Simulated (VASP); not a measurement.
Input for VASP

### KPOINTS
```
Automatic mesh
0
Gamma
9 9 5
0 0 0
```

**POSCAR**
```
Dy
1
    1.7950000000    -3.1090310000     0.0000000000
    1.7950000000     3.1090310000     0.0000000000
    0.0000000000     0.0000000000     5.6500000000
Dy
2
Direct
  0.3333330000   0.6666670000   0.2500000000
  0.6666670000   0.3333330000   0.7500000000
```

**INCAR**
```
SYSTEM = Dy
PREC = Accurate
ENCUT = 400
EDIFF = 1E-6
NELM = 60
ALGO = VeryFast
LREAL = .FALSE.
LASPH = .TRUE.
ISMEAR = 1
SIGMA = 0.1
GGA = PE
LMAXMIX = 6
LWAVE = .FALSE.
LCHARG = .FALSE.
ISIF = 2
NELMDL = -1
```

POTCAR, in this order: Dy_3 (PBE.64 set). Program: vasp_std.

**Question.** Does this input run properly? What does VASP do?

**Answer.** There is a fault: ALGO = VeryFast starts from random orbitals with almost no delay (NELMDL = -1). The run did not converge; its last values are not results. Against the sound run, the energy per atom (σ→0) rises by 296.970 eV/atom; the pressure increases by 281.80 GPa.

**standard output**
```
...
RMM:  21     0.586209761125E+03   -0.24813E-01   -0.25263E+00  1869   0.307E+01    0.659E+01
RMM:  22     0.586368032242E+03    0.15827E+00   -0.16167E+00  1869   0.297E+01    0.440E+01
RMM:  23     0.586403872054E+03    0.35840E-01   -0.32276E-02  1872   0.284E+01    0.331E+01
RMM:  24     0.586250464501E+03   -0.15341E+00   -0.18729E+00  1872   0.275E+01    0.248E+01
RMM:  25     0.586230235751E+03   -0.20229E-01   -0.82981E-01  1872   0.266E+01    0.179E+01
RMM:  26     0.586149092822E+03   -0.81143E-01   -0.12575E+00  1872   0.258E+01    0.132E+01
RMM:  27     0.586082820224E+03   -0.66273E-01   -0.10066E+00  1872   0.250E+01    0.980E+00
RMM:  28     0.586031700016E+03   -0.51120E-01   -0.11545E+00  1870   0.244E+01    0.562E+00
RMM:  29     0.585935461387E+03   -0.96239E-01   -0.13160E+00  1871   0.239E+01    0.694E+00
RMM:  30     0.585921182907E+03   -0.14278E-01   -0.14637E-01  1872   0.231E+01    0.629E+00
RMM:  31     0.585860323046E+03   -0.60860E-01   -0.44671E-01  1872   0.224E+01    0.386E+00
RMM:  32     0.585780203080E+03   -0.80120E-01   -0.70533E-01  1872   0.217E+01    0.384E+00
RMM:  33     0.585709222981E+03   -0.70980E-01   -0.69337E-01  1872   0.212E+01    0.324E+00
RMM:  34     0.585638940960E+03   -0.70282E-01   -0.69197E-01  1872   0.207E+01    0.339E+00
RMM:  35     0.585590606082E+03   -0.48335E-01   -0.47007E-01  1872   0.203E+01    0.328E+00
RMM:  36     0.585541971222E+03   -0.48635E-01   -0.47782E-01  1872   0.198E+01    0.364E+00
RMM:  37     0.585500442381E+03   -0.41529E-01   -0.40792E-01  1872   0.194E+01    0.297E+00
RMM:  38     0.585454561518E+03   -0.45881E-01   -0.46428E-01  1872   0.191E+01    0.263E+00
RMM:  39     0.585414991248E+03   -0.39570E-01   -0.38986E-01  1872   0.187E+01    0.282E+00
RMM:  40     0.585375624264E+03   -0.39367E-01   -0.38636E-01  1872   0.183E+01    0.265E+00
RMM:  41     0.585339055796E+03   -0.36568E-01   -0.35715E-01  1872   0.180E+01    0.273E+00
RMM:  42     0.585304246291E+03   -0.34810E-01   -0.34290E-01  1872   0.177E+01    0.313E+00
RMM:  43     0.585275161614E+03   -0.29085E-01   -0.28485E-01  1872   0.174E+01    0.305E+00
RMM:  44     0.585242144353E+03   -0.33017E-01   -0.32240E-01  1872   0.171E+01    0.303E+00
RMM:  45     0.585213878873E+03   -0.28265E-01   -0.27181E-01  1872   0.168E+01    0.302E+00
RMM:  46     0.585178646030E+03   -0.35233E-01   -0.33911E-01  1872   0.165E+01    0.266E+00
RMM:  47     0.585149578166E+03   -0.29068E-01   -0.27609E-01  1872   0.162E+01    0.201E+00
RMM:  48     0.585118476136E+03   -0.31102E-01   -0.30750E-01  1872   0.160E+01    0.196E+00
RMM:  49     0.585093237686E+03   -0.25238E-01   -0.24981E-01  1872   0.157E+01    0.201E+00
RMM:  50     0.585066309740E+03   -0.26928E-01   -0.26503E-01  1872   0.155E+01    0.235E+00
RMM:  51     0.585044773702E+03   -0.21536E-01   -0.20842E-01  1872   0.153E+01    0.248E+00
RMM:  52     0.585020371914E+03   -0.24402E-01   -0.23808E-01  1872   0.151E+01    0.287E+00
RMM:  53     0.585000583627E+03   -0.19788E-01   -0.19172E-01  1872   0.148E+01    0.301E+00
RMM:  54     0.584977816053E+03   -0.22768E-01   -0.22097E-01  1872   0.146E+01    0.311E+00
RMM:  55     0.584961162369E+03   -0.16654E-01   -0.16111E-01  1872   0.145E+01    0.324E+00
RMM:  56     0.584940212546E+03   -0.20950E-01   -0.20459E-01  1872   0.143E+01    0.335E+00
RMM:  57     0.584925819594E+03   -0.14393E-01   -0.13682E-01  1872   0.141E+01    0.304E+00
RMM:  58     0.584904157214E+03   -0.21662E-01   -0.21164E-01  1872   0.139E+01    0.313E+00
RMM:  59     0.584890080567E+03   -0.14077E-01   -0.13852E-01  1872   0.137E+01    0.316E+00
RMM:  60     0.584870274430E+03   -0.19806E-01   -0.19393E-01  1872   0.136E+01

 -----------------------------------------------------------------------------
|                                                                             |
|           W    W    AA    RRRRR   N    N  II  N    N   GGGG   !!!           |
|           W    W   A  A   R    R  NN   N  II  NN   N  G    G  !!!           |
|           W    W  A    A  R    R  N N  N  II  N N  N  G       !!!           |
|           W WW W  AAAAAA  RRRRR   N  N N  II  N  N N  G  GGG   !            |
|           WW  WW  A    A  R   R   N   NN  II  N   NN  G    G                |
|           W    W  A    A  R    R  N    N  II  N    N   GGGG   !!!           |
|                                                                             |
|     The electronic self-consistency was not achieved in the given           |
|     number of steps (NELM). The forces and other quantities evaluated       |
|     might not be reliable so examine the results carefully. If you find     |
|     spurious results, we suggest increasing NELM, if you were close to      |
|     convergence or switching to a different ALGO or adjusting the           |
|     density mixing parameters otherwise.                                    |
|                                                                             |
 -----------------------------------------------------------------------------

   1 F= 0.58487027E+03 E0= 0.58487075E+03  d E =-.143172E-02
```

OUTCAR:
```
------------------------ aborting loop EDIFF was not reached (unconverged)  ----------------------------
  FORCE on cell =-STRESS in cart. coord.  units (eV):
  Direction    XX          YY          ZZ          XY          YZ          ZX
  --------------------------------------------------------------------------------------
  Total      111.5165344    111.5165201    110.0640742      0.0000000     -0.0000000      0.0000000
  in kB     2833.2304335   2833.2300698   2796.3286893      0.0000000     -0.0000000      0.0000000
  external PRESSURE =    2820.9297309 kB  Pullay stress =       0.0000000 kB
  volume of cell :       63.06
      direct lattice vectors                 reciprocal lattice vectors
     1.795000000 -3.109031000  0.000000000     0.278551532 -0.160821812  0.000000000
     1.795000000  3.109031000  0.000000000     0.278551532  0.160821812  0.000000000
     0.000000000  0.000000000  5.650000000     0.000000000  0.000000000  0.176991150
 POSITION                                       TOTAL-FORCE (eV/Angst)
 -----------------------------------------------------------------------------------
      1.79500      1.03635      1.41250         0.000000      0.000000      0.000000
      1.79500     -1.03635      4.23750        -0.000000      0.000000      0.000000
 -----------------------------------------------------------------------------------
    total drift:                                0.000000      0.000046     -0.000000
  FREE ENERGIE OF THE ION-ELECTRON SYSTEM (eV)
  ---------------------------------------------------
  free  energy   TOTEN  =       584.8702744298 eV

  energy  without entropy=      584.8717061503  energy(sigma->0) =      584.87075167
```
(Selected blocks of OUTCAR.)

To mend it, set ALGO = Normal, remove NELMDL.

The mended run (PBE GGA, plane waves, VASP's PBE PAW potentials (set 64)) converges, and its OSZICAR ends with
```
   1 F= -.90676329E+01 E0= -.90686603E+01  d E =0.308210E-02
```

The compound is Dy in the hcp structure. The cell was not relaxed at this level. The 4f electrons are frozen in the core of the lanthanide potential, so 4f levels, which can set the real gap, and their magnetism are missing.
